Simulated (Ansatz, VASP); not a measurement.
# H6C4F3 (amorphous poly(vinylidene fluoride) at 500 K): VASP beside Ansatz

Wanted: the spread between two codes on one cell, functional and k mesh. The structure shown is the start of the Ansatz relaxation below; VASP solves that cell, so the two are compared at the walk's first step.

Calculated with Ansatz 0.2.0; plane waves, with VASP 6.6.1 beside it; single point at PBE with D4.

**1. The structure**

The cell holds 78 atoms: 24 C, 18 F and 36 H. Cell: a = 9.169 Å, b = 9.169 Å, c = 9.169 Å, α = 90.0°, β = 90.0°, γ = 90.0°. As first built, before any earlier steps moved the atoms (in the runner's words): 3 poly(vinylidene fluoride) chains of 3 units placed at random, at 1.44 g/cm^3; overlaps pushed apart, then 20 ps at 800 K with MMFF94 bonds, angles, torsions, charges and radii (Halgren, J. Comput. Chem. 17, 490 (1996)) in harmonic and 12-6 forms; charges of ions scaled by 0.8. Snapshot after 30 ps at 500 K and fixed volume.

**2. Ansatz: relaxation, PBE with D4**

Ansatz runs on its default PAW (the set named soft_2) files.

The two programs are compared at the cell with which this relaxation starts, whose forces are those of its first step.

input.yaml

```yaml
crystal:
  lattice:
    - [9.16861, 0.0, 0.0]
    - [0.0, 9.16861, 0.0]
    - [0.0, 0.0, 9.16861]
  atoms:
    - { symbol: C, position: [0.19551, 0.61423, 0.1719] }
    - { symbol: C, position: [0.13047, 0.461, 0.19125] }
    - { symbol: C, position: [0.22174, 0.33361, 0.19519] }
    - { symbol: F, position: [0.30285, 0.32141, 0.06092] }
    - { symbol: F, position: [0.32484, 0.34055, 0.30408] }
    - { symbol: C, position: [0.16239, 0.17628, 0.18957] }
    - { symbol: C, position: [0.0657, 0.16327, 0.32306] }
    - { symbol: F, position: [0.96491, 0.27107, 0.32363] }
    - { symbol: F, position: [0.1556, 0.17391, 0.44423] }
    - { symbol: C, position: [0.99969, 0.01335, 0.33546] }
    - { symbol: C, position: [0.88488, 0.0103, 0.4546] }
    - { symbol: F, position: [0.83205, 0.87386, 0.45425] }
    - { symbol: F, position: [0.77431, 0.09867, 0.41254] }
    - { symbol: C, position: [0.93663, 0.0426, 0.60075] }
    - { symbol: H, position: [0.11593, 0.69162, 0.15286] }
    - { symbol: H, position: [0.25782, 0.64262, 0.26525] }
    - { symbol: H, position: [0.268, 0.63469, 0.0781] }
    - { symbol: H, position: [0.04949, 0.43479, 0.10799] }
    - { symbol: H, position: [0.06252, 0.48345, 0.2889] }
    - { symbol: H, position: [0.09189, 0.17292, 0.09642] }
    - { symbol: H, position: [0.24892, 0.09457, 0.18872] }
    - { symbol: H, position: [0.10225, 0.93898, 0.35887] }
    - { symbol: H, position: [0.95058, 0.99198, 0.23075] }
    - { symbol: H, position: [0.03632, 0.99152, 0.64026] }
    - { symbol: H, position: [0.85188, 0.00397, 0.67076] }
    - { symbol: H, position: [0.96148, 0.15366, 0.61893] }
    - { symbol: C, position: [0.90592, 0.45473, 0.58951] }
    - { symbol: C, position: [0.9385, 0.54675, 0.71498] }
    - { symbol: C, position: [0.08199, 0.50373, 0.79433] }
    - { symbol: F, position: [0.10025, 0.5951, 0.90558] }
    - { symbol: F, position: [0.07994, 0.36965, 0.85361] }
    - { symbol: C, position: [0.22715, 0.51268, 0.71113] }
    - { symbol: C, position: [0.25312, 0.66242, 0.65203] }
    - { symbol: F, position: [0.24776, 0.7674, 0.75641] }
    - { symbol: F, position: [0.15668, 0.69446, 0.54633] }
    - { symbol: C, position: [0.39824, 0.66025, 0.56427] }
    - { symbol: C, position: [0.43867, 0.8084, 0.49624] }
    - { symbol: F, position: [0.33045, 0.86058, 0.41467] }
    - { symbol: F, position: [0.5591, 0.80816, 0.40642] }
    - { symbol: C, position: [0.46731, 0.91655, 0.62123] }
    - { symbol: H, position: [0.82178, 0.51212, 0.52538] }
    - { symbol: H, position: [0.86844, 0.35216, 0.62454] }
    - { symbol: H, position: [0.9947, 0.43113, 0.51302] }
    - { symbol: H, position: [0.84808, 0.53578, 0.79461] }
    - { symbol: H, position: [0.93951, 0.66737, 0.68928] }
    - { symbol: H, position: [0.31448, 0.47126, 0.78741] }
    - { symbol: H, position: [0.2267, 0.44745, 0.61086] }
    - { symbol: H, position: [0.38677, 0.57155, 0.48416] }
    - { symbol: H, position: [0.49797, 0.64618, 0.62648] }
    - { symbol: H, position: [0.52637, 0.00382, 0.57595] }
    - { symbol: H, position: [0.36345, 0.94983, 0.66351] }
    - { symbol: H, position: [0.52673, 0.85814, 0.71119] }
    - { symbol: C, position: [0.65471, 0.29392, 0.79721] }
    - { symbol: C, position: [0.57723, 0.21261, 0.91015] }
    - { symbol: C, position: [0.65112, 0.07488, 0.97037] }
    - { symbol: F, position: [0.7683, 0.12894, 0.05052] }
    - { symbol: F, position: [0.71776, 0.99872, 0.86815] }
    - { symbol: C, position: [0.54196, 0.99006, 0.06093] }
    - { symbol: C, position: [0.5547, 0.82456, 0.06224] }
    - { symbol: F, position: [0.46207, 0.76857, 0.16513] }
    - { symbol: F, position: [0.51834, 0.76786, 0.93549] }
    - { symbol: C, position: [0.69682, 0.77164, 0.12246] }
    - { symbol: C, position: [0.71, 0.60915, 0.12303] }
    - { symbol: F, position: [0.83702, 0.57405, 0.18954] }
    - { symbol: F, position: [0.72781, 0.56209, 0.98445] }
    - { symbol: C, position: [0.58903, 0.51686, 0.19728] }
    - { symbol: H, position: [0.76142, 0.32056, 0.84716] }
    - { symbol: H, position: [0.6796, 0.21661, 0.7144] }
    - { symbol: H, position: [0.58727, 0.38592, 0.76582] }
    - { symbol: H, position: [0.57354, 0.29596, 0.00085] }
    - { symbol: H, position: [0.46588, 0.18698, 0.87549] }
    - { symbol: H, position: [0.43182, 0.00561, 0.02162] }
    - { symbol: H, position: [0.54295, 0.03497, 0.17611] }
    - { symbol: H, position: [0.78429, 0.80792, 0.0382] }
    - { symbol: H, position: [0.71319, 0.84233, 0.22135] }
    - { symbol: H, position: [0.62516, 0.39755, 0.20955] }
    - { symbol: H, position: [0.48689, 0.53461, 0.13527] }
    - { symbol: H, position: [0.56763, 0.56882, 0.30582] }
kpoints:
  mp_grid: { grid: [1, 1, 1] }
hamiltonian:
  xc: pbe
  dispersion: d4
scf:
  occupations: { method: fermi_dirac, width: 0.05 }
output:
  forces: true
relax:
  f_tol: 0.05
  max_steps: 150
  cell: {}
```

Command:

```console
$ ansatz run input.yaml --threads 4 --pin off --max-ram 8192MiB --backend cpu --events-out ev --progress --plain --runs-dir out
```

Numbers of over 12 decimals in the logs are rounded to 6 here.

The log of the run:

```text
Engine: ansatz 0.2.0, x86_64-unknown-linux-gnu
Pseudopotentials: kind: paw
Pseudopotential: C, paw, valence charge 4, recommended cutoff 420 eV (normal), C.paw.azcp
Pseudopotential: F, paw, valence charge 7, recommended cutoff 420 eV (normal), F.paw.azcp
Pseudopotential: H, paw, valence charge 1, recommended cutoff 420 eV (normal), H.paw.azcp
Functional definition: PBE
  parameter kappa = 0.804
  parameter beta = 0.066725
  exchange = pbe_x(kappa = kappa, mu = beta*pi^2/3)
  correlation = pbe_c(beta = beta)
Crystal: 78 atoms, lattice volume = 770.745 Å³
Basis set: ecut = 420 eV, 15155 PW (Γ), exchange–correlation on 128×128×128 points (8 copies of the dense FFT grid, shifted against one another)
Bands: 207, of which v1, the nominal top of the filled ones, is band 129 counted from 1 (128 counted from 0)
Symmetry: 1 space group operations
Space group: P1 (ITA 1), of the structure as read, at distance tolerance 9.2e-5 Å
k-points: 1
Non-local potential: C, projectors of the file, l = 0: 2, l = 1: 2, l = 2: 1
Non-local potential: F, projectors of the file, l = 0: 2, l = 1: 2, l = 2: 1
Non-local potential: H, projectors of the file, l = 0: 2, l = 1: 1
PAW form: soft (Blöchl's): semilocal exchange-correlation on the pseudo side does not see the compensation charge
PAW one-centre angular grid: C, 110 points (default); XC on 64 Gauss nodes
PAW one-centre angular grid: F, 110 points (default); XC on 64 Gauss nodes
PAW one-centre angular grid: H, 110 points (default); XC on 64 Gauss nodes
Initial density: superposition of atomic densities (neutral atoms: chi_scale 0, normalization atom), corrected by the library's trained network
Initial wavefunctions: pseudopotential atomic-orbital guess
Functional: x = pbe(κ = 0.804, μ = 0.219515), c = pbe(β = 0.066725)
SCF iter   1: F=—  HF=-21144.282445 eV  |F-HF|=—  |Δ(HF+E_count)|=         —  Δρ=5.51e-3  dr2=3.29e-1  ethr=1.77e-3  ⟨swp⟩=6.0  Hψ=913  notcnv=0  defer=11
preconditioner: auto → Resta (q_TF=auto, 2.273 Å⁻¹)  ε∞=2.5  [insulator: Δε(μ)=6.066 eV  Ē_g=17.149 eV  σ=0.050 eV  W_gap=1.00  n_scr=170 (ndim 8)  ℏωp=20.8 eV  f_vac=0.269  D(μ)=0.00/eV (n_scr^D=0)  ε∞_Penn≈2.5]
SCF iter   2: F=—  HF=-21144.210304 eV  |F-HF|=—  |Δ(HF+E_count)|=   7.21e-2  Δρ=2.64e-3  dr2=6.12e-2  ethr=1.28e-4  ⟨swp⟩=3.0  Hψ=372  notcnv=0  defer=74
SCF iter   3: F=—  HF=-21144.199042 eV  |F-HF|=—  |Δ(HF+E_count)|=   1.13e-2  Δρ=1.18e-3  dr2=1.41e-2  ethr=2.37e-5  ⟨swp⟩=2.0  Hψ=256  notcnv=0  defer=74
SCF iter   4: F=—  HF=-21144.196121 eV  |F-HF|=—  |Δ(HF+E_count)|=   2.92e-3  Δρ=4.13e-4  dr2=1.40e-3  ethr=5.45e-6  ⟨swp⟩=2.0  Hψ=256  notcnv=0  defer=74
SCF iter   5: F=—  HF=-21144.195906 eV  |F-HF|=—  |Δ(HF+E_count)|=   2.15e-4  Δρ=1.43e-4  dr2=1.74e-4  ethr=5.44e-7  ⟨swp⟩=2.0  Hψ=252  notcnv=0  defer=74
SCF iter   6: F=—  HF=-21144.195887 eV  |F-HF|=—  |Δ(HF+E_count)|=   1.96e-5  Δρ=6.96e-5  dr2=2.72e-5  ethr=6.75e-8  ⟨swp⟩=2.0  Hψ=262  notcnv=0  defer=74
SCF iter   7: F=—  HF=-21144.197016 eV  |F-HF|=—  |Δ(HF+E_count)|=   1.13e-3  Δρ=2.45e-5  dr2=3.48e-6  ethr=1.05e-8  ⟨swp⟩=2.0  Hψ=336  notcnv=0  defer=74
SCF iter   8: F=—  HF=-21144.197014 eV  |F-HF|=—  |Δ(HF+E_count)|=   1.70e-6  Δρ=7.27e-6  dr2=4.34e-7  ethr=1.35e-9  ⟨swp⟩=2.0  Hψ=262  notcnv=0  defer=74
SCF iter   9: F=-21144.197014 eV  HF=-21144.197014 eV  |F-HF|=6.29e-8  |Δ(HF+E_count)|=   3.50e-7  Δρ=2.35e-6  dr2=4.53e-8  ethr=3.88e-11  ⟨swp⟩=5.0  Hψ=597  notcnv=0
SCF 1 converged in 9 iterations: F = -21144.197014 eV  dr2 = 4.53e-8
  greatest PAW one-centre occupation: 0.935 electrons in one spin orbital (limit 2), on the F atom at site 59 (counted from 0), in its partial waves of l = 0
relax step   1: F+E_penalty+E_count = -21144.19701407 eV  Δ(F+E_penalty+E_count) = +0.000e0 eV  max|allowed force component| = 2.807e0 eV/Å  Δτ_max = 0.0000 Å  P = +4.968 GPa  Ω = 770.745 Å³  (9 SCF iters, dr2 threshold 1.00e-7 eV, accepted)
Crystal: 78 atoms, lattice volume = 833.394 Å³
Basis set: ecut = 420 eV, 16285 PW (Γ), exchange–correlation on 128×128×128 points (8 copies of the dense FFT grid, shifted against one another)
Initial density: handed on by an earlier stage of this run
Initial wavefunctions: those handed on with the density
iter 1 solved again at ethr=1.53e-3 eV; its pass at ethr=3.10e-3 eV (dr2=3.96e0 eV) is discarded
SCF iter   1: F=—  HF=-21148.925521 eV  |F-HF|=—  |Δ(HF+E_count)|=         —  Δρ=3.14e-2  dr2=3.99e0  ethr=1.53e-3  ⟨swp⟩=6.0  Hψ=1002  notcnv=0
preconditioner: auto → Resta (q_TF=auto, 2.244 Å⁻¹)  ε∞=2.3  [insulator: Δε(μ)=6.209 eV  Ē_g=17.997 eV  σ=0.050 eV  W_gap=1.00  n_scr=166 (ndim 8)  ℏωp=20.7 eV  f_vac=0.321  D(μ)=0.00/eV (n_scr^D=0)  ε∞_Penn≈2.3  vacuum switching on, ρ_ref=2.3e-2 e/Å³]
SCF iter   2: F=—  HF=-21148.015248 eV  |F-HF|=—  |Δ(HF+E_count)|=   9.10e-1  Δρ=1.54e-2  dr2=6.52e-1  ethr=1.53e-3  ⟨swp⟩=3.0  Hψ=334  notcnv=0  defer=69
[...]
atom  46  H      0.00101095     0.00076918     0.00170315
  atom  47  H      0.00201835    -0.00077955     0.00043074
  atom  48  H      0.00095941     0.00194937     0.00052457
  atom  49  H      0.00111299     0.00002975     0.00052867
  atom  50  H     -0.00255163    -0.00066914    -0.00076601
  atom  51  H     -0.00053690     0.00160487     0.00121109
  atom  52  H      0.00120862    -0.00103205     0.00103148
  atom  53  C     -0.00645636     0.00009599     0.00549755
[...]
atom  58  C      0.00524312     0.00405982     0.00182277
  atom  59  C     -0.00197129     0.00093764     0.00498319
  atom  60  F      0.00031108     0.00670014     0.00018893
  atom  61  F     -0.00102351    -0.00114133    -0.00107933
  atom  62  C     -0.00081914     0.00008239    -0.00145732
  atom  63  C     -0.00026248    -0.00273702    -0.00011011
  atom  64  F     -0.00035828     0.00171903     0.00312625
  atom  65  F      0.00246359     0.00047999    -0.00052166
  atom  66  C      0.00153091    -0.00122826    -0.00322006
  atom  67  H      0.01339871     0.00393228     0.00794201
  atom  68  H      0.00217972    -0.00183713    -0.01200305
  atom  69  H     -0.00123267    -0.00106675    -0.00334576
  atom  70  H     -0.00653519     0.00245847     0.01126048
  atom  71  H     -0.00728293    -0.00459824    -0.00607431
  atom  72  H     -0.00165585     0.00194153    -0.00207675
  atom  73  H      0.00087911    -0.00122263    -0.00036417
  atom  74  H     -0.00051601    -0.00146139     0.00194527
  atom  75  H      0.00045298    -0.00061270    -0.00000931
  atom  76  H     -0.00063325    -0.00222961    -0.00259514
  atom  77  H     -0.00216405    -0.00008429     0.00083351
  atom  78  H      0.00069192     0.00174585     0.00313394
  max |Σ_I F_I| component: 8.20e-6 eV/Å
--- Stress (GPa, compression-positive) ---
        0.004328       0.013447       0.003452
        0.013447      -0.003057      -0.020022
        0.003452      -0.020021       0.007340
  P = ⅓ Tr σ = 0.0029 GPa (0.029 kbar)
--- Relaxed structure (51 steps of the walk, 49 accepted, 8 SCFs on fresh bases) ---
  F+E_penalty+E_count = -21149.57678221 eV   max|allowed force component| = 1.340e-2 eV/Å   (the final SCF, on the basis selected at the relaxed cell)
  cell:  # Å, volume = 816.5005 Å³
    - [9.493693, 0.016869, -0.703952]
    - [0.016869, 9.209337, -0.770609]
    - [-0.703952, -0.770609, 9.455340]
  atoms:
    - { symbol: C, position: [0.286586, 0.448219, 0.139465] }
    - { symbol: C, position: [0.165893, 0.368099, 0.184926] }
    - { symbol: C, position: [0.186278, 0.203934, 0.172415] }
    - { symbol: F, position: [0.192350, 0.144728, 0.028610] }
    - { symbol: F, position: [0.318842, 0.175410, 0.245627] }
    - { symbol: C, position: [0.073825, 0.112661, 0.218663] }
    - { symbol: C, position: [0.034587, 0.157907, 0.369286] }
    - { symbol: F, position: [0.965349, 0.291410, 0.377911] }
    - { symbol: F, position: [0.156161, 0.184095, 0.470782] }
    - { symbol: C, position: [0.941191, 0.042349, 0.408045] }
    - { symbol: C, position: [0.875569, 0.078661, 0.546440] }
    - { symbol: F, position: [0.805580, 0.949708, 0.557523] }
    - { symbol: F, position: [0.767979, 0.179554, 0.526996] }
    - { symbol: C, position: [0.970508, 0.130188, 0.686752] }
    - { symbol: H, position: [0.263723, 0.565333, 0.147255] }
    - { symbol: H, position: [0.387691, 0.436221, 0.208392] }
    - { symbol: H, position: [0.299603, 0.407152, 0.027463] }
    - { symbol: H, position: [0.064454, 0.385998, 0.118899] }
    - { symbol: H, position: [0.153110, 0.411132, 0.296784] }
    - { symbol: H, position: [-0.024037, 0.113757, 0.141718] }
    - { symbol: H, position: [0.111654, -0.000696399, 0.208791] }
    - { symbol: H, position: [0.00405231, 0.942874, 0.413590] }
    - { symbol: H, position: [0.852873, 1.016492, 0.319416] }
    - { symbol: H, position: [0.056570, 1.052541, 0.703982] }
    - { symbol: H, position: [0.906741, 0.137441, 0.774545] }
    - { symbol: H, position: [1.016738, 0.238196, 0.687093] }
    - { symbol: C, position: [0.872927, 0.584398, 0.618871] }
    - { symbol: C, position: [0.963914, 0.682187, 0.742936] }
    - { symbol: C, position: [0.110682, 0.624357, 0.786018] }
    - { symbol: F, position: [0.174836, 0.715053, 0.909198] }
    - { symbol: F, position: [0.097331, 0.487689, 0.827673] }
    - { symbol: C, position: [0.215741, 0.600864, 0.677226] }
    - { symbol: C, position: [0.244606, 0.729719, 0.603392] }
    - { symbol: F, position: [0.263625, 0.858512, 0.703646] }
    - { symbol: F, position: [0.125403, 0.753292, 0.507932] }
    - { symbol: C, position: [0.373615, 0.705986, 0.525058] }
    - { symbol: C, position: [0.408334, 0.822669, 0.437884] }
    - { symbol: F, position: [0.299624, 0.826621, 0.324089] }
    - { symbol: F, position: [0.525081, 0.768452, 0.372872] }
    - { symbol: C, position: [0.444346, 0.975904, 0.515728] }
    - { symbol: H, position: [0.768297, 0.633814, 0.597974] }
    - { symbol: H, position: [0.856828, 0.474894, 0.644545] }
    - { symbol: H, position: [0.919654, 0.572350, 0.519025] }
    - { symbol: H, position: [0.912581, 0.694377, 0.840143] }
    - { symbol: H, position: [0.976103, 0.792360, 0.717100] }
    - { symbol: H, position: [0.316254, 0.567711, 0.735010] }
    - { symbol: H, position: [0.176769, 0.508690, 0.592560] }
    - { symbol: H, position: [0.358509, 0.601319, 0.450640] }
    - { symbol: H, position: [0.466764, 0.695590, 0.605712] }
    - { symbol: H, position: [0.476062, 0.041762, 0.439571] }
    - { symbol: H, position: [0.352104, 1.025923, 0.559481] }
    - { symbol: H, position: [0.532593, 0.973184, 0.603055] }
    - { symbol: C, position: [0.591520, 0.261210, 0.864661] }
    - { symbol: C, position: [0.513444, 0.146623, 0.924043] }
    - { symbol: C, position: [0.603683, 0.016742, 0.957272] }
    - { symbol: F, position: [0.712358, 0.066248, 0.071675] }
    - { symbol: F, position: [0.674946, 0.964290, 0.842592] }
    - { symbol: C, position: [0.520486, 0.892602, -0.00373174] }
    - { symbol: C, position: [0.594544, 0.746128, 0.00453463] }
    - { symbol: F, position: [0.495585, 0.653485, 0.038586] }
    - { symbol: F, position: [0.620193, 0.682574, 0.868212] }
    - { symbol: C, position: [0.730347, 0.752930, 0.112289] }
    - { symbol: C, position: [0.800450, 0.609636, 0.142308] }
    - { symbol: F, position: [0.928175, 0.652123, 0.231998] }
    - { symbol: F, position: [0.840445, 0.533464, 1.016367] }
    - { symbol: C, position: [0.721836, 0.507267, 0.212543] }
[...]
- { symbol: H, position: [0.419140, 0.104033, 0.848055] }
    - { symbol: H, position: [0.424551, -0.130414, -0.083453] }
    - { symbol: H, position: [0.484921, -0.068369, 0.100386] }
    - { symbol: H, position: [0.809265, 0.817489, 0.075025] }
    - { symbol: H, position: [0.706686, 0.812691, 0.215382] }
    - { symbol: H, position: [0.790914, 0.416070, 0.235562] }
    - { symbol: H, position: [0.625105, 0.465109, 0.141470] }
    - { symbol: H, position: [0.692534, 0.565809, 0.313429] }
```

(Continued in part 2 of 2.)

[Lines on the potential files, build, host, timing and source positions are cut from VASP's logs without a mark.]

[Logs are printed without paths, hosts, clocks, repeated set-up lines and the standing remarks that a program may print on its own settings, such as how far it seeks lower states.]

[Hosts, paths, dates, database ids (printed as entryN), source tags and the programs' standing remarks are cut or masked in the printed files.]

[The MMFF94 radii named for the starting cell were scaled by 0.96; in molecules described by MMFF94, hydrogen bound to N, O or S took a small fixed 12-6 site in their place.]
